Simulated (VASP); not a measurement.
```
CELL_PARAMETERS angstrom
      1.75361    -3.03734     0.00000
      1.75361     3.03734     0.00000
      0.00000     0.00000    13.98012
ATOMIC_POSITIONS crystal
  W  0.33333 0.66667 0.25000
  W  0.66667 0.33333 0.75000
  Se 0.33333 0.66667 0.87417
  Se 0.66667 0.33333 0.37417
  Se 0.66667 0.33333 0.12583
  Se 0.33333 0.66667 0.62583
```

Calculation: vdW-DF2, VASP's PBE PAW potentials (set 64) (plane waves; VASP). Run with 520 eV cut-off, 7×7×2 Γ-centred mesh, Gaussian smearing of 0.050 eV, potentials W_sv Se.

Q: The ions and cell shape at fixed volume are relaxed. What does this cell relax into?

A: 
```
CELL_PARAMETERS angstrom
      1.72936    -2.99533     0.00000
      1.72936     2.99533     0.00000
      0.00000     0.00000    14.37497
ATOMIC_POSITIONS crystal
  W  0.33333 0.66667 0.25000
  W  0.66667 0.33333 0.75000
  Se 0.33333 0.66667 0.86832
  Se 0.66667 0.33333 0.36832
  Se 0.66667 0.33333 0.13168
  Se 0.33333 0.66667 0.63168
```
Space group P6_3/mmc (194), at a tolerance of 0.03 Å.

Q: How much energy does the relaxation gain?

A: The energy (σ→0) changes by -17.8 meV/atom, in 8 ionic steps.

```csv
step,E(σ→0) (eV),max force (eV/Å),pressure (GPa),volume (Å³)
1,-25.9007,0.704,-5.14,148.92
2,-25.9596,0.188,-3.34,148.92
3,-25.9614,0.079,-2.96,148.92
4,-25.9891,0.038,-2.28,148.92
5,-26.0076,0.033,-1.04,148.92
6,-26.0076,0.035,-1.00,148.92
7,-26.0077,0.021,-1.20,148.92
8,-26.0078,0.002,-1.12,148.92
```

The compound is WSe2 in the 2H layered structure. This cell is one point of a volume scan, at 1.06 of the reference volume. Symmetry was kept, so distortions that lower it aren't found.
